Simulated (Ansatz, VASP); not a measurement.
**Al22Ge19O71 (glassy 63GeO2-37Al2O3 (mol %)): VASP beside Ansatz**

One calculation is typed for both programs; each brings its own data sets. How far apart do they land? The cell is taken from a series of runs on this material, whose earlier steps may have relaxed, scaled, displaced or heated it; both programs get it as it stands.

Program: Ansatz 0.2.0. Level of theory: plane waves, with VASP 6.6.1 beside it; single point at PBE. Results are calculated unless marked as measured.

## 1. Set-up

The cell holds 112 atoms: 19 Ge, 22 Al and 71 O. Cell: a = 11.360 Å, b = 11.360 Å, c = 11.360 Å, α = 90.0°, β = 90.0°, γ = 90.0°. As first built, before any earlier steps moved the atoms (in the runner's words): 112 atoms (19 Ge, 22 Al, 71 O) placed at random at 3.4 g/cm^3, melted at 4000 K for 10 ps at fixed volume with the Morse and Coulomb pair potential with partial charges (Pedone, Malavasi, Menziani, Cormack and Segre, J. Phys. Chem. B 110, 11780 (2006)). Quenched from 4000 K to 300 K at 20 K/ps and fixed volume, held 10 ps at zero pressure.

## 2. VASP: single point, PBE

A single point gives forces, pressure and levels at one fixed geometry, so differences don't come from the geometry; what else differs is listed under the comparison.

Lines of VASP's logs that name or quote its potential files are left out, and so is its time.

Contents of INCAR:

```
SYSTEM = Al22Ge19O71
PREC = Accurate
ENCUT = 600
EDIFF = 1E-06
NELM = 120
ISMEAR = 0
SIGMA = 0.01
LREAL = Auto
ALGO = Normal
GGA = PE
NBANDS = 464
LORBIT = 11
LWAVE = .FALSE.
LCHARG = .FALSE.
ISIF = 2
LASPH = .TRUE.
GGA_COMPAT = .FALSE.
EFERMI = MIDGAP
NCORE = 4
```

Contents of POSCAR:

```
Al22Ge19O71
1.0
   11.3600800000      0.0000000000      0.0000000000
    0.0000000000     11.3600800000      0.0000000000
    0.0000000000      0.0000000000     11.3600800000
Ge Al O
19 22 71
Direct
    0.0689800000      0.1789200000      0.1998100000
    0.1113800000      0.7798600000      0.0456000000
    0.6449000000      0.1394500000      0.6703200000
    0.5173300000      0.5410700000      0.1116800000
    0.2280100000      0.5269100000      0.0272900000
    0.1197400000      0.4655700000      0.3099300000
    0.5065900000      0.6477200000      0.4781500000
    0.6597700000      0.7088500000      0.2373400000
    0.3387200000      0.1718600000      0.8445000000
    0.6923200000      0.9322400000      0.4868200000
    0.4704100000      0.7440400000      0.7616800000
    0.9367300000      0.9769900000      0.3794500000
    0.6090400000      0.2554500000      0.2302100000
    0.1877900000      0.8030600000      0.6872200000
    0.4213400000      0.4031500000      0.3651500000
    0.6075400000      0.9643100000      0.8755300000
    0.8767200000      0.1225000000      0.9930500000
    0.2632700000      0.9799700000      0.1819500000
    0.9226600000      0.4756600000      0.5110300000
    0.7435900000      0.3832500000      0.9925100000
    0.4760200000      0.1063300000      0.0696800000
    0.0874000000      0.2773300000      0.7549900000
    0.0827400000      0.0625300000      0.6281400000
    0.8374100000      0.3394500000      0.7449800000
    0.3643800000      0.1403900000      0.5834000000
    0.4994500000      0.0341200000      0.3431500000
    0.8928800000      0.6099100000      0.0776100000
    0.7911300000      0.7512300000      0.8358200000
    0.2203200000      0.9680500000      0.4510800000
    0.9970600000      0.6848300000      0.3240800000
[... 76 atom lines left out ...]
    0.1778900000      0.1958200000      0.8449800000
    0.6392300000      0.6644300000      0.3914800000
    0.5368000000      0.6270500000      0.8550000000
    0.8398300000      0.0222100000      0.0997800000
    0.1063500000      0.9311300000      0.7281000000
    0.9555600000      0.8305900000      0.3194800000
```

Contents of KPOINTS:

```
Automatic mesh
0
Gamma
1 1 1
0 0 0
```

PAW data sets: Ge_d, Al and O (PBE family, release 64).

Launch:

```console
> mpirun -np 16 vasp_gam
```

Numbers of over 12 decimals in the logs are rounded to 6 here.

What it wrote:

```text
[banner, memory and clock lines left out]
running   16 mpi-ranks, on    1 nodes
[...]
LDA part: xc-table for (Slater+PW92), standard interpolation
 POSCAR, INCAR and KPOINTS ok, starting setup
[...]
entering main loop
       N       E                     dE             d eps       ncg     rms          rms(c)
DAV:   1     0.252463807610E+05    0.25246E+05   -0.26507E+05  1200   0.394E+03
DAV:   2     0.519507104268E+04   -0.20051E+05   -0.18927E+05   944   0.114E+03
DAV:   3    -0.114121396720E+03   -0.53092E+04   -0.49387E+04  1032   0.385E+02
DAV:   4    -0.837149487794E+03   -0.72303E+03   -0.70657E+03  1096   0.158E+02
[...]
DAV:  17    -0.754546625509E+03    0.87939E-06   -0.79385E-05  1264   0.287E-02    0.118E-02
DAV:  18    -0.754546625860E+03   -0.35082E-06   -0.32217E-05  1312   0.171E-02    0.596E-03
DAV:  19    -0.754546626003E+03   -0.14329E-06   -0.62012E-06   960   0.100E-02
   1 F= -.75454663E+03 E0= -.75454663E+03  d E =0.000000E+00
```

Parts of OUTCAR (step 2):

```text
  Total       14.3224350    -14.8040867      1.6209121     -7.0588074     -1.5848468      7.5812051
  in kB       15.6524841    -16.1788644      1.7714377     -7.7143217     -1.7320231      8.2852318
  external PRESSURE =       0.4150191 kB  Pullay stress =       0.0000000 kB

 POSITION                                       TOTAL-FORCE (eV/Angst)
 -----------------------------------------------------------------------------------
      0.78362      2.03255      2.26986        -1.306019      1.905087     -0.001873
      1.26529      8.85927      0.51802        -0.169143      0.221226     -1.737018
      7.32612      1.58416      7.61489         2.234652     -0.870932      1.741293
      5.87691      6.14660      1.26869        -1.356132     -2.124962     -0.673915
      2.59021      5.98574      0.31002         0.796964     -0.377991      2.183442
[...]
10.87966      3.57252      9.59302         0.115484      0.519631      0.526672
      1.52305      7.17707      4.19130         0.496671     -0.313048     -0.142655
      3.62307      8.67899      8.55755        -0.890608     -0.069076     -0.016723
      8.72295      2.67235     11.33077         0.589706     -0.713430     -0.304873
      4.01283      1.09386     11.14253         0.836094      0.301259     -0.563511
      4.42100      1.11499      8.23276         0.141712     -1.149350      0.739527
      4.36852      8.02283      4.56141         1.359349     -0.990459      0.054823
      5.46727      5.34480      5.73218         0.533136      1.113299     -1.821226
[...]
-----------------------------------------------------------------------------------
    total drift:                                0.009669     -0.008262     -0.052570

  FREE ENERGIE OF THE ION-ELECTRON SYSTEM (eV)
  ---------------------------------------------------
  free  energy   TOTEN  =      -754.5466260034 eV

  energy  without entropy=     -754.5466260034  energy(sigma->0) =     -754.54662600

[... 3 further parts left out ...]
[key lines of the parts left out:]
E-fermi :   3.1476
```

The run ends at a pressure of 0.04 GPa, with forces up to 3.4 eV/Å.

## 3. Ansatz: single point, PBE

Ansatz runs on its default PAW (the set named soft_2) files.

The same cell, functional and mesh now go to Ansatz, which takes its cutoff from its data sets.

Contents of input.yaml:

```yaml
crystal:
  lattice:
    - [11.36008, 0.0, 0.0]
    - [0.0, 11.36008, 0.0]
    - [0.0, 0.0, 11.36008]
  atoms:
    - { symbol: Ge, position: [0.06898, 0.17892, 0.19981] }
    - { symbol: Ge, position: [0.11138, 0.77986, 0.0456] }
    - { symbol: Ge, position: [0.6449, 0.13945, 0.67032] }
    - { symbol: Ge, position: [0.51733, 0.54107, 0.11168] }
    - { symbol: Ge, position: [0.22801, 0.52691, 0.02729] }
    - { symbol: Ge, position: [0.11974, 0.46557, 0.30993] }
    - { symbol: Ge, position: [0.50659, 0.64772, 0.47815] }
    - { symbol: Ge, position: [0.65977, 0.70885, 0.23734] }
    - { symbol: Ge, position: [0.33872, 0.17186, 0.8445] }
    - { symbol: Ge, position: [0.69232, 0.93224, 0.48682] }
    - { symbol: Ge, position: [0.47041, 0.74404, 0.76168] }
    - { symbol: Ge, position: [0.93673, 0.97699, 0.37945] }
    - { symbol: Ge, position: [0.60904, 0.25545, 0.23021] }
    - { symbol: Ge, position: [0.18779, 0.80306, 0.68722] }
    - { symbol: Ge, position: [0.42134, 0.40315, 0.36515] }
    - { symbol: Ge, position: [0.60754, 0.96431, 0.87553] }
    - { symbol: Ge, position: [0.87672, 0.1225, 0.99305] }
    - { symbol: Ge, position: [0.26327, 0.97997, 0.18195] }
    - { symbol: Ge, position: [0.92266, 0.47566, 0.51103] }
    - { symbol: Al, position: [0.74359, 0.38325, 0.99251] }
    - { symbol: Al, position: [0.47602, 0.10633, 0.06968] }
    - { symbol: Al, position: [0.0874, 0.27733, 0.75499] }
    - { symbol: Al, position: [0.08274, 0.06253, 0.62814] }
    - { symbol: Al, position: [0.83741, 0.33945, 0.74498] }
    - { symbol: Al, position: [0.36438, 0.14039, 0.5834] }
    - { symbol: Al, position: [0.49945, 0.03412, 0.34315] }
    - { symbol: Al, position: [0.89288, 0.60991, 0.07761] }
    - { symbol: Al, position: [0.79113, 0.75123, 0.83582] }
    - { symbol: Al, position: [0.22032, 0.96805, 0.45108] }
    - { symbol: Al, position: [0.99706, 0.68483, 0.32408] }
[... 76 atom lines left out ...]
    - { symbol: O, position: [0.17789, 0.19582, 0.84498] }
    - { symbol: O, position: [0.63923, 0.66443, 0.39148] }
    - { symbol: O, position: [0.5368, 0.62705, 0.855] }
    - { symbol: O, position: [0.83983, 0.02221, 0.09978] }
    - { symbol: O, position: [0.10635, 0.93113, 0.7281] }
    - { symbol: O, position: [0.95556, 0.83059, 0.31948] }
kpoints:
  mp_grid: { grid: [1, 1, 1] }
hamiltonian:
  xc: pbe
scf:
  occupations: { method: fixed }
output:
  forces: true
  stress: true
  populations: true
  dos:
    method: { smearing: { sigma: 0.1 } }
    de: 0.1
    projected: { site_lists: { Al: [Al], Ge: [Ge], O: [O] } }
  eigenvalues: true
  write_density: true
  write_potential: true
  volumetric_format: npy
  elf: true
```

Launch:

```console
> ansatz run input.yaml --threads 4 --pin off --max-ram 8192MiB --backend cpu --events-out ev --progress --plain --runs-dir out
```

What it wrote:

```text
Engine: ansatz 0.2.0, aarch64-unknown-linux-gnu
Pseudopotentials: kind: paw
Pseudopotential: Ge, paw, valence charge 14, recommended cutoff 420 eV (normal), Ge.paw.azcp
Pseudopotential: Al, paw, valence charge 3, recommended cutoff 420 eV (normal), Al.paw.azcp
Pseudopotential: O, paw, valence charge 6, recommended cutoff 420 eV (normal), O.paw.azcp
Functional definition: PBE
  parameter kappa = 0.804
  parameter beta = 0.066725
  exchange = pbe_x(kappa = kappa, mu = beta*pi^2/3)
  correlation = pbe_c(beta = beta)
Crystal: 112 atoms, lattice volume = 1466.034 Å³
Basis set: ecut = 420 eV, 28545 PW (Γ), exchange–correlation on 160×160×160 points (8 copies of the dense FFT grid, shifted against one another)
Bands: 491, of which v1, the nominal top of the filled ones, is band 379 counted from 1 (378 counted from 0)
Symmetry: 1 space group operations
Space group: P1 (ITA 1), of the structure as read, at distance tolerance 1.1e-4 Å
k-points: 1
Non-local potential: Ge, projectors of the file, l = 0: 2, l = 1: 2, l = 2: 3, l = 3: 1
Non-local potential: Al, projectors of the file, l = 0: 2, l = 1: 2, l = 2: 1
Non-local potential: O, projectors of the file, l = 0: 2, l = 1: 2, l = 2: 1
PAW form: soft (Blöchl's): semilocal exchange-correlation on the pseudo side does not see the compensation charge
PAW one-centre angular grid: Ge, 590 points (default); XC on 64 Gauss nodes
PAW one-centre angular grid: Al, 110 points (default); XC on 64 Gauss nodes
PAW one-centre angular grid: O, 110 points (default); XC on 64 Gauss nodes
Initial density: superposition of atomic densities (neutral atoms: chi_scale 0, normalization atom), corrected by the library's trained network
Initial wavefunctions: pseudopotential atomic-orbital guess
Functional: x = pbe(κ = 0.804, μ = 0.219515), c = pbe(β = 0.066725)
SCF iter   1: F=—  HF=-133773.973709 eV  |F-HF|=—  |Δ(HF+E_count)|=         —  Δρ=2.83e-3  dr2=1.94e-1  ethr=1.77e-3  ⟨swp⟩=5.0  Hψ=1660  notcnv=0  defer=110
preconditioner: auto → Resta (q_TF=auto, 2.444 Å⁻¹)  ε∞=3.0  [insulator: Δε(μ)=1.943 eV  Ē_g=18.874 eV  n_scr=364 (ndim 8)  ℏωp=26.7 eV  f_vac=0.133  ε∞_Penn≈3.0]
SCF iter   2: F=—  HF=-133773.955644 eV  |F-HF|=—  |Δ(HF+E_count)|=   1.81e-2  Δρ=1.57e-3  dr2=4.30e-2  ethr=2.56e-5  ⟨swp⟩=2.0  Hψ=851  notcnv=0  defer=110
SCF iter   3: F=—  HF=-133773.953774 eV  |F-HF|=—  |Δ(HF+E_count)|=   1.87e-3  Δρ=7.99e-4  dr2=1.31e-2  ethr=5.68e-6  ⟨swp⟩=3.0  Hψ=648  notcnv=0  defer=110
SCF iter   4: F=—  HF=-133773.952248 eV  |F-HF|=—  |Δ(HF+E_count)|=   1.53e-3  Δρ=2.91e-4  dr2=1.31e-3  ethr=1.73e-6  ⟨swp⟩=3.0  Hψ=650  notcnv=0  defer=110
SCF iter   5: F=—  HF=-133773.952284 eV  |F-HF|=—  |Δ(HF+E_count)|=   3.63e-5  Δρ=1.83e-4  dr2=4.54e-4  ethr=1.73e-7  ⟨swp⟩=2.0  Hψ=664  notcnv=0  defer=110
SCF iter   6: F=—  HF=-133773.952241 eV  |F-HF|=—  |Δ(HF+E_count)|=   4.38e-5  Δρ=4.95e-5  dr2=3.21e-5  ethr=5.99e-8  ⟨swp⟩=2.0  Hψ=659  notcnv=0  defer=109
SCF iter   7: F=—  HF=-133773.950518 eV  |F-HF|=—  |Δ(HF+E_count)|=   1.72e-3  Δρ=2.43e-5  dr2=7.33e-6  ethr=4.24e-9  ⟨swp⟩=2.0  Hψ=869  notcnv=0  defer=108
SCF iter   8: F=—  HF=-133773.950522 eV  |F-HF|=—  |Δ(HF+E_count)|=   3.86e-6  Δρ=8.74e-6  dr2=1.06e-6  ethr=9.66e-10  ⟨swp⟩=2.0  Hψ=659  notcnv=0  defer=108
SCF iter   9: F=—  HF=-133773.950523 eV  |F-HF|=—  |Δ(HF+E_count)|=   7.88e-7  Δρ=3.69e-6  dr2=1.81e-7  ethr=1.40e-10  ⟨swp⟩=2.0  Hψ=762  notcnv=0  defer=108
SCF iter  10: F=-133773.950523 eV  HF=-133773.950523 eV  |F-HF|=2.41e-8  |Δ(HF+E_count)|=   1.14e-7  Δρ=1.53e-6  dr2=3.05e-8  ethr=1.32e-11  ⟨swp⟩=19.0  Hψ=3826  notcnv=0
SCF 1 converged in 10 iterations: F = -133773.950523 eV  dr2 = 3.05e-8
  greatest PAW one-centre occupation: 0.999 electrons in one spin orbital (limit 2), on the Ge atom at site 5 (counted from 0), in its partial waves of l = 2
SCF converged after 10 iterations
Free energy (F): -133773.950523 eV
Harris-Foulkes:  -133773.950523 eV  (|F-HF|=2.41e-8)
Internal energy: -133773.950523 eV  (E = F + TS)
E sigma→0 (E₀):  -133773.950523 eV
Fermi energy:    4.460032 eV
--- Per-component energies (eV) ---
  E_band       = -5209.030637
  E_kinetic    = 15174.519367
  E_local      = -90907.147848  (includes V_loc(G=0)·N_el)
  E_nonlocal   = 11702.524606
  E_hartree    = 38071.243700
  E_xc         = -7538.908041
  E_vxc        = -8541.106518  (∫ρ·V_xc dr)
  E_paw        = -60025.946891  (= ΣΔE_a)
  E_vpaw       = -8780.476454  (= ΣTr[D̂ρ^β])
  E_aug_tail   = 0.181330  (compensation charges beyond the density's cutoff)
  E_ewald      = -40250.416745
  E_smearing   = -0.000000  (= −TS)
  E_closure    = 0.000000  (closes the sum)
  Σ components = -133773.950523   (vs F -133773.950523, Δ=0.00e0)
--- Forces (eV/Å), atoms counted from 1 ---
  atom   1  Ge    -1.31472881     1.96431807    -0.01096703
  atom   2  Ge    -0.16336744     0.18252300    -1.70604593
  atom   3  Ge     2.24415928    -0.89894524     1.76554661
[...]
atom  92  O      0.11263654     0.72074649    -0.49305071
  atom  93  O     -0.17259340     0.03820484     0.25713992
  atom  94  O     -1.41119190     2.41792094     0.62805979
  atom  95  O     -0.82936931     0.85436031     0.20970651
  atom  96  O     -0.35430300     0.24792273     0.46359265
  atom  97  O     -0.27642233    -0.57887426    -0.35107135
  atom  98  O     -0.05561880     0.36777496     1.16751390
  atom  99  O      0.53848365    -0.82878207    -0.50877773
  atom 100  O     -0.26186301    -0.33439132    -0.76609930
  atom 101  O      1.18056956     0.14411463     0.07266193
  atom 102  O      0.88562981    -0.17543178     0.17604920
  atom 103  O     -1.01353846     1.87806842     0.45836925
  atom 104  O      0.52322524     0.15316710     0.08372799
  atom 105  O      1.09939242    -0.08047629     1.21509490
  atom 106  O      0.89374585    -0.73716377    -0.42226012
  atom 107  O      1.70642391    -0.46821959    -0.61059748
  atom 108  O     -0.70934747    -0.49268056     0.02702696
  atom 109  O     -0.62003426     1.31295762    -0.46293421
  atom 110  O     -0.69373538    -0.14974990    -0.01466477
  atom 111  O     -0.27053098     1.11607349    -0.27982389
  atom 112  O     -0.21751500     0.83841789     0.65775635
  max |Σ_I F_I| component: 7.99e-5 eV/Å
--- Stress (GPa, compression-positive) ---
        1.937614      -0.766530       0.807292
       -0.766532      -1.231682      -0.180848
        0.807302      -0.180852       0.534195
  P = ⅓ Tr σ = 0.4134 GPa (4.134 kbar)
--- Band table (eV) ---
  k-point 0: bands = [... 375 lower, 4.2014, 4.2695, 4.2724, 4.4600, 6.1820, 7.1737, 7.4152, 7.8818, ... 108 higher]
--- Löwdin populations: 112 sites ---
  site symbol       q [e]
     0     Ge     12.4349
     1     Ge     12.4513
     2     Ge     12.4320
     3     Ge     12.4028
     4     Ge     12.4317
     5     Ge     12.5071
     6     Ge     12.5138
     7     Ge     12.4098
     8     Ge     12.4524
     9     Ge     12.4380
    10     Ge     12.4340
    11     Ge     12.3930
    12     Ge     12.4129
    13     Ge     12.4299
    14     Ge     12.4248
    15     Ge     12.4166
    16     Ge     12.4169
    17     Ge     12.4355
    18     Ge     12.4433
    19     Al      1.6571
    20     Al      1.6689
    21     Al      1.6868
    22     Al      1.6767
    23     Al      1.6358
[...]
104      O      6.8261
   105      O      6.8472
   106      O      6.7868
   107      O      6.6873
   108      O      6.7327
   109      O      6.7728
   110      O      6.7492
   111      O      6.7882
  spilling = 0.006231 (of n_electrons = 758.000000)
```

## 4. Differences

Known differences besides the potentials themselves: fixed occupations in Ansatz, narrow Gaussian smearing in VASP; the cutoff is 420 eV in Ansatz and 600 eV in VASP (PREC = Accurate, projectors in real space). Total energies have different zeros and are not compared.

Both answers:

| quantity | Ansatz | VASP | difference |
| --- | --- | --- | --- |
| pressure (GPa) | 0.41 | 0.04 | +0.37 |
| gap on the k mesh (eV) | 1.722 | 1.696 | +0.025 |

Forces on 10 of the 112 atoms, those with the largest forces and the largest differences (eV/Å; atoms numbered as in POSCAR):

| atom | Ansatz x, y, z | VASP x, y, z |
| --- | --- | --- |
| Ge3 | 2.244, -0.899, 1.766 | 2.235, -0.871, 1.741 |
| Ge6 | -0.211, -0.347, -3.178 | -0.205, -0.342, -3.197 |
| Ge8 | 1.730, 1.159, 1.636 | 1.734, 1.208, 1.610 |
| Ge9 | -2.184, 1.950, 1.813 | -2.161, 1.897, 1.797 |
| Ge10 | -0.910, 0.244, -0.591 | -0.836, 0.162, -0.578 |
| Ge11 | 0.506, -0.407, -0.364 | 0.426, -0.336, -0.340 |
| Ge12 | 1.480, -2.539, -0.388 | 1.460, -2.504, -0.416 |
| Ge19 | 0.440, -0.521, -1.304 | 0.396, -0.553, -1.191 |
| O44 | 0.975, -2.296, 0.945 | 0.904, -2.215, 0.943 |
| O94 | -1.411, 2.418, 0.628 | -1.409, 2.373, 0.647 |

The forces differ by 25 meV/Å r.m.s., which is 2.9 % of the r.m.s. force of 0.850 eV/Å (both taken over all components). A gap on the mesh is an upper bound, since the band edges may lie between its points.

## 5. What came out

- r.m.s. force difference (single point, PBE): 2.9 % of the r.m.s. force

**Reading.** The r.m.s. force difference is 2.9 % of the r.m.s. force (single point, PBE), at about the 3 % picked in this series as the mark of a large difference. How closely two codes agree says nothing of how well the functional describes the real material.

[Lines on the potential files, build, host, timing and source positions are cut from VASP's logs without a mark.]

[Logs are printed without paths, hosts, clocks, repeated set-up lines and the standing remarks that a program may print on its own settings, such as how far it seeks lower states.]

[Hosts, paths, dates, database ids (printed as entryN), source tags and the programs' standing remarks are cut or masked in the printed files.]
